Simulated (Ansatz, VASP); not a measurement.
# SnPbO2: VASP beside Ansatz

```
Sn Pb O
1.0
     3.94580    0.00000    0.00000
     0.00000    3.94580    0.00000
     0.00000    0.00000    5.22254
Sn Pb O
1 1 2
Direct
  0.00000 0.00000 0.21208
  0.50000 0.50000 0.75963
  0.00000 0.50000 0.00914
  0.50000 0.00000 0.00914
```

Alike in both runs: functional PBE; k mesh 8 × 8 × 6; occupations gaussian, width 0.02 eV; no spin polarisation.

Ansatz relaxed the structure, and its values are those at the end. VASP's run is a single point on that final structure, the one shown.

```csv
,VASP,Ansatz
version,VASP 6.6.1,Ansatz 0.2.0
potentials or method,"VASP PAW PBE potentials, release 64 (Sn_d, Pb_d, O)","scalar-relativistic, plane waves, PAW"
plane-wave cutoff (eV),520,420
valence electrons in the cell,40,40
```

VASP gave:

```
gap on the k mesh at the Fermi level (eV) : 1.08
least direct gap on the mesh (eV)         : 2.05
pressure (GPa)                            : 0.1
rms of the force components (eV/Å)        : 0.022
```

**Question.** Estimate Ansatz's values.

**Answer.** gap on the k mesh at the Fermi level (eV): 1.07; least direct gap on the mesh (eV): 2.07; pressure (GPa): 0.0; rms of the force components (eV/Å): 0.002.

The functional is the same, so the differences come from potentials, cutoffs and numerics.

Caveats: spin-orbit coupling is left out, which as a rule narrows the gap of such compounds by several tenths of an eV. PBE gaps usually lie below the measured ones, often by a third to a half. A k mesh can miss the band edges.
